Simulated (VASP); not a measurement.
Input:

```
C
1.0
    1.23388    -2.13714     0.00000
    1.23388     2.13714     0.00000
    0.00000     0.00000     6.58548
C
4
Direct
  0.00000   0.00000   0.25000
  0.00000   0.00000   0.75000
  0.33333   0.66667   0.25000
  0.66667   0.33333   0.75000
```

Computed with optB86b-vdW, VASP's PBE PAW potentials (set 64) (plane waves; VASP). Numerical set-up: 520 eV cut-off, 11×11×4 Γ-centred mesh, tetrahedra with Blöchl corrections, potentials C.

The cores are frozen, which limits the accuracy of field gradients.

Task: Give the principal components of the electric field gradient (V/Å²) and the asymmetry η at each nucleus.

Result: 
```csv
atom,Vxx,Vyy,Vzz,η
C1,-16.5,-16.5,33.1,0.00
C2,-16.5,-16.5,33.1,0.00
C3,-15.4,-15.4,30.7,0.00
C4,-15.4,-15.4,30.7,0.00
```

The compound is C in the graphite structure. It was relaxed first.
